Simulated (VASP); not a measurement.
Input:

```
YTe
1.0
    0.00000     3.04083     3.04083
    3.04083     0.00000     3.04083
    3.04083     3.04083     0.00000
Y Te
1 1
Direct
  0.00000   0.00000   0.00000
  0.50000   0.50000   0.50000
```

Calculation: PBEsol GGA, VASP's PBE PAW potentials (set 64) (plane waves; VASP). Settings: 400 eV cut-off, Gaussian smearing of 0.050 eV, potentials Y_sv Te.

Unless said otherwise, spin-orbit coupling is left out, though it shifts the bands of the heavy elements here.

Problem. What does the run give for the band gap (along the path) with the smallest direct gap where there is one?

Solution. 
- band gap (along the path): none (metal, semimetal or under 0.01 eV)

The structure was generated: YTe was put into the rock salt type (Fm-3m), which need not be its known phase. It was relaxed first, which changed the volume by -37 %. The electron count is odd and the run is not spin-polarised, which forces a metal.
